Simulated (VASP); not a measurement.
# SrMg (I4/mmm) in VASP: further runs

Runs on SrMg. Level: LDA. Tasks: single point.

All numbers are computed with VASP 6.6.1; they aren't measurements. Logs are shortened: lines on timing, memory, paths and dates and some standing lists are left out, and cuts for length are marked.

## Step 1: The cell of the first run

Symmetry: I4/mmm, No. 139, tetragonal system. Conventional cell: a = 4.553 Å, b = 4.553 Å, c = 7.559 Å, α = 90.00°, β = 90.00°, γ = 90.00°. Around Sr (site symmetry 4/mmm) lie 4 Mg at 3.22 Å. Mg (site symmetry 4/mmm) has 4 Sr at 3.22 Å as nearest neighbours.

The cell comes from a database or a generator and needn't be the stable form of this composition.

## Step 2: Single point, LDA (strain -0.080 along x and y, +0.080 along z, atoms carried along)

Contents of INCAR:

```
  PREC = Accurate
  ENCUT = 520
  EDIFF = 1E-6
  ISMEAR = 0
  SIGMA = 0.15
  LREAL = F
  LASPH = T
  NELM = 100
  ALGO = Fast
  ISIF = 2
  LWAVE = F
  LCHARG = F
  GGA = CA
  NBANDS = 13
```

Contents of KPOINTS:

```
regular mesh
0
Gamma
  12 12 12
```

Contents of POSCAR:

```
SrMg
1.0
    0.0000000000      3.2195528800      3.7794751200
    3.2195528800      0.0000000000      3.7794751200
    3.2195528800      3.2195528800      0.0000000000
Sr Mg
1 1
Direct
    0.5000000000      0.5000000000      0.5000000000
    0.0000000000      0.0000000000      0.0000000000
```

Potentials or basis: VASP PAW LDA potentials, release 64 (Sr_sv, Mg).

Command:

```console
$ cat potpaw_LDA.64/Sr_sv/POTCAR potpaw_LDA.64/Mg/POTCAR > POTCAR
$ mpirun -np 1 vasp_std > vasp.out
```

OUTCAR:

```text
PREC = Accurate
   ENCUT = 520
   EDIFF = 1E-6
   ISMEAR = 0
   LREAL = F
   LASPH = T
   NELM = 100
   ISIF = 2
   GGA = CA

 ion  position               nearest neighbor table
   1  0.500  0.500  0.500-   2 3.22   2 3.22   2 3.22   2 3.22   2 3.78   2 3.78
   2  0.000  0.000  0.000-   1 3.22   1 3.22   1 3.22   1 3.22   1 3.78   1 3.78

  LATTYP: Found a body centered tetragonal cell.
 ALAT       =     4.5531353477
 C/A-ratio  =     1.6601637471

  Lattice vectors:

 A1 = (  -3.2195528800,   0.0000000000,   3.7794751200)
 A2 = (   3.2195528800,   0.0000000000,   3.7794751200)
 A3 = (   0.0000000000,   3.2195528800,  -3.7794751200)

Analysis of symmetry for initial positions (statically):
=====================================================================
 Subroutine PRICEL returns:
 Original cell was already a primitive cell.

 Routine SETGRP: Setting up the symmetry group for a
 body centered tetragonal supercell.

 Subroutine GETGRP returns: Found 16 space group operations
 (whereof 16 operations were pure point group operations)
 out of a pool of 16 trial point group operations.

The static configuration has the point symmetry D_4h.

Analysis of symmetry for dynamics (positions and initial velocities):
=====================================================================
 Subroutine PRICEL returns:
 Original cell was already a primitive cell.

 Routine SETGRP: Setting up the symmetry group for a
 body centered tetragonal supercell.

 Subroutine GETGRP returns: Found 16 space group operations
 (whereof 16 operations were pure point group operations)
 out of a pool of 16 trial point group operations.

The dynamic configuration has the point symmetry D_4h.

 Subroutine INISYM returns: Found 16 space group operations
 (whereof 16 operations are pure point group operations),
 and found     1 'primitive' translations

----------------------------------------------------------------------------------------

                                     Primitive cell

  volume of cell :      78.3525

  direct lattice vectors                    reciprocal lattice vectors
     0.000000000  3.219552880  3.779475120    -0.155301068  0.155301068  0.132293502
     3.219552880  0.000000000  3.779475120     0.155301068 -0.155301068  0.132293502
     3.219552880  3.219552880  0.000000000     0.155301068  0.155301068 -0.132293502

  length of vectors
     4.964871895  4.964871895  4.553135348     0.256395035  0.256395035  0.256395035

  position of ions in fractional coordinates (direct lattice)
     0.500000000  0.500000000  0.500000000
     0.000000000  0.000000000  0.000000000

  ion indices of the primitive-cell ions
   primitive index   ion index
                 1           1
                 2           2

----------------------------------------------------------------------------------------

 KPOINTS: regular mesh

Automatic generation of k-mesh.
 Grid dimensions read from file:
 generate k-points for:   12   12   12

 Generating k-lattice:

  Cartesian coordinates                     Fractional coordinates (reciprocal lattice)
    -0.012941756  0.012941756  0.011024459     0.083333333  0.000000000  0.000000000
     0.012941756 -0.012941756  0.011024459     0.000000000  0.083333333  0.000000000
     0.012941756  0.012941756 -0.011024459     0.000000000  0.000000000  0.083333333

  Length of vectors
     0.021366253  0.021366253  0.021366253

  Shift w.r.t. Gamma in fractional coordinates (k-lattice)
     0.000000000  0.000000000  0.000000000

 Subroutine IBZKPT returns following result:
 ===========================================

 Found    163 irreducible k-points:

 Following reciprocal coordinates:
            Coordinates               Weight
  0.000000  0.000000  0.000000      1.000000
  0.083333  0.000000  0.000000      8.000000
  0.166667 -0.000000  0.000000      8.000000
  0.250000  0.000000  0.000000      8.000000
  0.333333  0.000000  0.000000      8.000000
  0.416667  0.000000  0.000000      8.000000
[... 16 lines left out ...]
  0.500000  0.166667  0.000000      8.000000
 -0.416667  0.166667  0.000000      8.000000
 [... further k-points ...]
   k-points           NKPTS =    163   k-points in BZ     NKDIM =    163   number of bands    NBANDS=     13
   number of dos      NEDOS =    301   number of ions     NIONS =      2
   total plane-waves  NPLWV =  57600
   dimension x,y,z NGX =    40 NGY =   40 NGZ =   36
   dimension x,y,z NGXF=    80 NGYF=   80 NGZF=   72
   ions per type =               1   1
   NGX,Y,Z   is equivalent  to a cutoff of  13.39, 13.39, 13.14 a.u.
   NGXF,Y,Z  is equivalent  to a cutoff of  26.79, 26.79, 26.29 a.u.
 SYSTEM =  unknown system
   PREC   = accura    normal or accurate (medium, high low for compatibility)
   ISTART =      0    job   : 0-new  1-cont  2-samecut
   ICHARG =      2    charge: 1-file 2-atom 10-const
   ISPIN  =      1    spin polarized calculation?
   LNONCOLLINEAR =      F non collinear calculations
   LSORBIT =      F    spin-orbit coupling
   LASPH  =      T    aspherical Exc in radial PAW
   ENCUT  =  520.0 eV  38.22 Ry    6.18 a.u.   9.23  9.23  8.47*2*pi/ulx,y,z
   NELM   =    100;   NELMIN=  2; NELMDL= -5     # of ELM steps
   EDIFF  = 0.1E-05   stopping-criterion for ELM
   LREAL  =      F    real-space projection
   EDIFFG = 0.1E-04   stopping-criterion for IOM
   NSW    =      0    number of steps for IOM
   IBRION =     -1    ionic relax: 0-MD 1-quasi-New 2-CG
   NFREE  =      0    steps in history (QN), initial steepest desc. (CG)
   ISIF   =      2    stress and relaxation
   ISYM   =      2    0-nonsym 1-usesym 2-fastsym
   POTIM  = 0.5000    time-step for ionic-motion
   TEBEG  =    0.0;   TEEND  =   0.0 temperature during run
   PSTRESS=    0.0 pullay stress
   NELECT =      12.0000    total number of electrons
   NUPDOWN=      -1.0000    fix difference up-down
   EMIN   =  10.00;   EMAX   =-10.00  energy-range for DOS
   EFERMI =   0.00;   METHOD = LEGACY
   ISMEAR =     0;   SIGMA  =   0.15  broadening in eV -4-tet -1-fermi 0-gaus
   EFERMI_NEDOS =   21; number of points for ismear=-14 and -15
   IALGO  =     68    algorithm
   IMIX   =      4    mixing-type and parameters
     AMIX     =   0.40;   BMIX     =  1.00
     AMIX_MAG =   1.60;   BMIX_MAG =  1.00
  volume/ion in A,a.u.               =      39.18       264.37
  Fermi-wavevector in a.u.,A,eV,Ry     =   0.875893  1.655198 10.438233  0.767189
  Thomas-Fermi vector in A             =   1.995627
   LORBIT       =      0    0 simple, 1 ext, 2 COOP (PROOUT), +10 PAW based schemes
   GGA     = CA    functional components
   LHFCALC =     F    Hartree Fock is set to
   AEXX    =    0.0000 exact exchange contribution
   IVDW    =     0    specifies the selected vdW correction
   LEPSILON=     F    determine dielectric tensor
   LRPA    =     F    only Hartree local field effects (RPA)
 non-spin polarized calculation
 RMM-DIIS sequential band-by-band and
 Gauss-broadening in eV      SIGMA  =   0.15
  energy-cutoff  :      520.00
  volume of cell :       78.35
 maximum number of plane-waves:      2134
 NGX is ok and might be reduce to    40
   NGX = 19   NGY = 19   NGZ = 17

 number of electron      12.0000000 magnetization

 Free energy of the ion-electron system (eV)
  ---------------------------------------------------
  ext. energy  EPLUGINS =         0.00000000
  ---------------------------------------------------
  free energy    TOTEN  =        -3.06574179 eV

  energy without entropy =       -3.04349897  energy(sigma->0) =       -3.05462038

 E-fermi :   1.4164     XC(G=0):  -7.8645

 val. band max:        1.4075453205   @ k =  -0.2500   0.0000   0.1667
 cond. band min:       1.4182510202   @ k =  -0.2500   0.3333   0.2500
 fundamental gap:      0.0107056997
 Fermi energy:         1.4163983423

 k-point     1 :       0.0000    0.0000    0.0000
  band No.  band energies     occupation
      1     -34.5962      2.00000
      2     -16.7037      2.00000
      3     -16.7037      2.00000
      4     -16.6607      2.00000
      5      -3.2126      2.00000
      6       2.6723      0.00000
      7       3.4727      0.00000
      8       3.7014      0.00000
      9       3.7014      0.00000
     10       4.3209      0.00000
     11       5.2200      0.00000
     12       5.5821      0.00000
     13       5.5821      0.00000

 k-point     2 :       0.0833    0.0000    0.0000
  band No.  band energies     occupation
      1     -34.5960      2.00000
      2     -16.7088      2.00000
      3     -16.7038      2.00000
      4     -16.6619      2.00000
      5      -3.1308      2.00000
      6       2.6318      0.00000
      7       3.2979      0.00000
      8       3.5787      0.00000
      9       3.7201      0.00000
     10       4.0834      0.00000
     11       5.3852      0.00000
     12       5.5781      0.00000
     13       5.9521      0.00000

 k-point     3 :       0.1667   -0.0000    0.0000
  band No.  band energies     occupation
      1     -34.5954      2.00000
      2     -16.7231      2.00000
      3     -16.7040      2.00000
      4     -16.6651      2.00000
      5      -2.8893      2.00000
      6       2.3702      0.00000
      7       2.8302      0.00000
      8       3.4736      0.00000
      9       3.6388      0.00000
     10       4.0469      0.00000
     11       5.1285      0.00000
     12       6.1987      0.00000
     13       6.6691      0.00000
[... 305 lines left out ...]
 k-point    23 :       0.5000    0.1667    0.0000
  band No.  band energies     occupation
      1     -34.5931      2.00000
      2     -16.7661      2.00000
      3     -16.7078      2.00000
      4     -16.6851      2.00000
      5      -1.2379      2.00000
      6       0.3213      2.00000
      7       1.5610      0.17285
      8       2.7253      0.00000
      9       4.3959      0.00000
     10       5.2998      0.00000
     11       5.3965      0.00000
     12       5.8930      0.00000
     13       7.1879      0.00000

 k-point    24 :      -0.4167    0.1667    0.0000
  band No.  band energies     occupation
      1     -34.5928      2.00000
      2     -16.7774      2.00000
      3     -16.7063      2.00000
      4     -16.6830      2.00000
      5      -0.7335      2.00000
      6      -0.1991      2.00000
      7       1.5008      0.42607
      8       2.5920      0.00000
      9       4.6616      0.00000
     10       5.2113      0.00000
     11       5.5052      0.00000
     12       6.0052      0.00000
     13       7.2157      0.00000

 [... further k-points ...]
[... 5 lines left out ...]
  --------------------------------------------------------------------------------------
  -------------------------------------------------------------------------------------
  Total        1.7629901      1.7629901     -2.0753745      0.0000000      0.0000000      0.0000000
  in kB       36.0502140     36.0502140    -42.4379543      0.0000000      0.0000000      0.0000000
  external PRESSURE =       9.8874912 kB  Pullay stress =       0.0000000 kB

 VOLUME and BASIS-vectors are now :
 -----------------------------------------------------------------------------
  energy-cutoff  :      520.00
  volume of cell :       78.35
      direct lattice vectors                 reciprocal lattice vectors
     0.000000000  3.219552880  3.779475120    -0.155301068  0.155301068  0.132293502
     3.219552880  0.000000000  3.779475120     0.155301068 -0.155301068  0.132293502
     3.219552880  3.219552880  0.000000000     0.155301068  0.155301068 -0.132293502

 POSITION                                       TOTAL-FORCE (eV/Angst)
 -----------------------------------------------------------------------------------
      3.21955      3.21955      3.77948         0.000000      0.000000      0.000000
      0.00000      0.00000      0.00000         0.000000      0.000000      0.000000
 -----------------------------------------------------------------------------------
    total drift:                               -0.000000     -0.000000      0.000000

  FREE ENERGIE OF THE ION-ELECTRON SYSTEM (eV)
  ---------------------------------------------------
  free  energy   TOTEN  =        -3.0657417922 eV

  energy  without entropy=       -3.0434989681  energy(sigma->0) =       -3.05462038
```

Wall time 2.7 min (1 thread of Intel Xeon Platinum 8259CL at 2.50GHz (Skylake/Cascade Lake), shared host); peak memory 0.33 GiB.

What came out:

```yaml
Free_energy: -3.0657 eV
Pressure: 1.0 GPa
Band_gap_on_the_k_mesh: none (metal or under the smearing width)
```

Stress tensor (GPa, compression positive):
```
 3.61  0.00  0.00
 0.00  3.61  0.00
 0.00  0.00 -4.24
```

Levels at points of the mesh, in eV from the Fermi level:
```tsv
k point	band 2	band 3	band 4	band 5	band 6	band 7	band 8	band 9	band 10	band 11
(0.00, 0.00, 0.00)	-18.12	-18.12	-18.08	-4.63	1.26	2.06	2.29	2.29	2.90	3.80
(0.50, 0.00, 0.00)	-18.20	-18.12	-18.09	-2.20	-1.86	0.60	1.10	3.80	3.82	3.89
(0.50, 0.50, 0.00)	-18.13	-18.13	-18.13	-2.99	-0.96	0.38	2.65	2.65	3.31	3.32
(0.50, 0.00, 0.50)	-18.20	-18.17	-18.09	-2.32	-0.28	0.44	1.59	1.96	2.62	3.69
```

## Step 3: Single point, LDA (strain +0.000 along x and y, -0.080 along z, atoms carried along)

Contents of INCAR:

```
  ALGO = Fast
  EDIFF = 1E-6
  ENCUT = 520
  GGA = CA
  ISIF = 2
  ISMEAR = 0
  LASPH = T
  LCHARG = F
  LREAL = F
  LWAVE = F
  NBANDS = 13
  NELM = 100
  PREC = Accurate
  SIGMA = 0.15
```

Contents of KPOINTS:

```
k-points
0
Gamma
  12 12 12
```

Contents of POSCAR:

```
SrMg
1.0
    0.0000000000      3.4995140000      3.2195528800
    3.4995140000      0.0000000000      3.2195528800
    3.4995140000      3.4995140000      0.0000000000
Sr Mg
1 1
Direct
    0.5000000000      0.5000000000      0.5000000000
    0.0000000000      0.0000000000      0.0000000000
```

Potentials or basis: VASP PAW LDA potentials, release 64 (Sr_sv, Mg).

Command:

```console
$ cat potpaw_LDA.64/Sr_sv/POTCAR potpaw_LDA.64/Mg/POTCAR > POTCAR
$ mpirun -np 1 vasp_std > vasp.out
```

OUTCAR:

```text
EDIFF = 1E-6
   ENCUT = 520
   GGA = CA
   ISIF = 2
   ISMEAR = 0
   LASPH = T
   LREAL = F
   NELM = 100
   PREC = Accurate

 ion  position               nearest neighbor table
   1  0.500  0.500  0.500-   2 3.22   2 3.22   2 3.50   2 3.50   2 3.50   2 3.50
   2  0.000  0.000  0.000-   1 3.22   1 3.22   1 3.50   1 3.50   1 3.50   1 3.50

  LATTYP: Found a body centered tetragonal cell.
 ALAT       =     4.9490601605
 C/A-ratio  =     1.3010764774

  Lattice vectors:

 A1 = (   0.0000000000,  -3.4995140000,  -3.2195528800)
 A2 = (   0.0000000000,   3.4995140000,  -3.2195528800)
 A3 = (   3.4995140000,   0.0000000000,   3.2195528800)

Analysis of symmetry for initial positions (statically):
=====================================================================
 Subroutine PRICEL returns:
 Original cell was already a primitive cell.

 Routine SETGRP: Setting up the symmetry group for a
 body centered tetragonal supercell.

 Subroutine GETGRP returns: Found 16 space group operations
 (whereof 16 operations were pure point group operations)
 out of a pool of 16 trial point group operations.

The static configuration has the point symmetry D_4h.
[... 167 lines left out ...]
 fundamental gap:      0.0103744995
 Fermi energy:         1.3963089045

 k-point     1 :       0.0000    0.0000    0.0000
  band No.  band energies     occupation
      1     -34.6289      2.00000
      2     -16.7493      2.00000
      3     -16.6983      2.00000
      4     -16.6983      2.00000
      5      -3.2122      2.00000
      6       3.1378      0.00000
      7       3.1378      0.00000
      8       3.6658      0.00000
      9       3.8539      0.00000
     10       4.0837      0.00000
     11       5.3717      0.00000
     12       5.3717      0.00000
     13       5.5125      0.00000
[... 354 lines left out ...]
  band No.  band energies     occupation
      1     -34.6257      2.00000
      2     -16.7948      2.00000
      3     -16.7322      2.00000
      4     -16.7150      2.00000
      5      -0.9531      2.00000
      6       0.0219      2.00000
      7       1.9816      0.00000
      8       2.3314      0.00000
      9       4.5463      0.00000
     10       5.0184      0.00000
     11       5.1626      0.00000
     12       6.5244      0.00000
     13       6.7260      0.00000

 [... further k-points ...]
[... 5 lines left out ...]
  --------------------------------------------------------------------------------------
  -------------------------------------------------------------------------------------
  Total       -0.7457417     -0.7457417      1.7430558      0.0000000     -0.0000000      0.0000000
  in kB      -15.1515820    -15.1515820     35.4144784      0.0000000     -0.0000000      0.0000000
  external PRESSURE =       1.7037714 kB  Pullay stress =       0.0000000 kB

 VOLUME and BASIS-vectors are now :
 -----------------------------------------------------------------------------
  energy-cutoff  :      520.00
  volume of cell :       78.86
      direct lattice vectors                 reciprocal lattice vectors
     0.000000000  3.499514000  3.219552880    -0.142876982  0.142876982  0.155301068
     3.499514000  0.000000000  3.219552880     0.142876982 -0.142876982  0.155301068
     3.499514000  3.499514000  0.000000000     0.142876982  0.142876982 -0.155301068

 POSITION                                       TOTAL-FORCE (eV/Angst)
 -----------------------------------------------------------------------------------
      3.49951      3.49951      3.21955        -0.000000      0.000000      0.000000
      0.00000      0.00000      0.00000         0.000000     -0.000000      0.000000
 -----------------------------------------------------------------------------------
    total drift:                                0.000000      0.000000      0.000000

  FREE ENERGIE OF THE ION-ELECTRON SYSTEM (eV)
  ---------------------------------------------------
  free  energy   TOTEN  =        -3.2151050853 eV

  energy  without entropy=       -3.1920700220  energy(sigma->0) =       -3.20358755
```

OSZICAR:

```text
N       E                     dE             d eps       ncg     rms          rms(c)
DAV:   1     0.477701801755E+02    0.47770E+02   -0.53497E+03  4246   0.741E+02
DAV:   2     0.278335227381E+00   -0.47492E+02   -0.46342E+02  5316   0.162E+02
DAV:   3    -0.311604656277E+01   -0.33944E+01   -0.33627E+01  7511   0.324E+01
DAV:   4    -0.322855139964E+01   -0.11250E+00   -0.11236E+00  5145   0.458E+00
DAV:   5    -0.323060101631E+01   -0.20496E-02   -0.20495E-02  6124   0.582E-01    0.165E+01
RMM:   6    -0.321993794578E+01    0.10663E-01   -0.14669E-02  4438   0.115E+00    0.920E+00
RMM:   7    -0.321519899467E+01    0.47390E-02   -0.26994E-02  5638   0.158E+00    0.400E-01
RMM:   8    -0.321497784039E+01    0.22115E-03   -0.43718E-03  5784   0.435E-01    0.451E-02
RMM:   9    -0.321507692842E+01   -0.99088E-04   -0.85562E-04  6702   0.145E-01    0.428E-02
RMM:  10    -0.321509958379E+01   -0.22655E-04   -0.17785E-04  6828   0.499E-02    0.278E-02
RMM:  11    -0.321510402721E+01   -0.44434E-05   -0.40135E-05  6180   0.238E-02    0.459E-03
RMM:  12    -0.321510506902E+01   -0.10418E-05   -0.92834E-06  5495   0.105E-02    0.618E-03
RMM:  13    -0.321510508529E+01   -0.16271E-07   -0.19517E-06  4402   0.801E-03
   1 F= -.32151051E+01 E0= -.32035876E+01  d E =-.230351E-01
```

stdout:

```text
POSCAR found type information on POSCAR SrMg
 POSCAR found :  2 types and       2 ions
 scaLAPACK will be used
 LDA part: xc-table for (Slater(with rela. corr.)+CA(PZ))
 , standard interpolation
 POSCAR, INCAR and KPOINTS ok, starting setup
 FFT: planning ... GRIDC
 FFT: planning ... GRID_SOFT
 FFT: planning ... GRID
 WAVECAR not read
 entering main loop
WARNING in EDDRMM: call to ZHEGV failed, returncode =   8  4      5
```

It took 2.6 min on 1 thread of Intel Xeon Platinum 8259CL at 2.50GHz (Skylake/Cascade Lake), shared host; peak memory 0.33 GiB.

What came out:

| Property | Result |
| --- | --- |
| Free energy | -3.2151 eV |
| Pressure | 0.2 GPa |
| Band gap on the k mesh | none (metal or under the smearing width) |

Stress tensor (GPa, compression positive):
```
-1.52  0.00  0.00
 0.00 -1.52  0.00
 0.00  0.00  3.54
```

Levels at points of the mesh, in eV from the Fermi level:
```csv
k point,band 4,band 5,band 6,band 7,band 8,band 9
"(0.00, 0.00, 0.00)",-18.09,-4.61,1.74,1.74,2.27,2.46
"(0.50, 0.00, 0.00)",-18.11,-2.23,-1.86,0.79,1.02,3.77
"(0.50, 0.50, 0.00)",-18.13,-2.29,-0.27,0.40,1.66,1.66
"(0.50, 0.00, 0.50)",-18.11,-2.60,-0.69,0.43,2.09,2.23
```
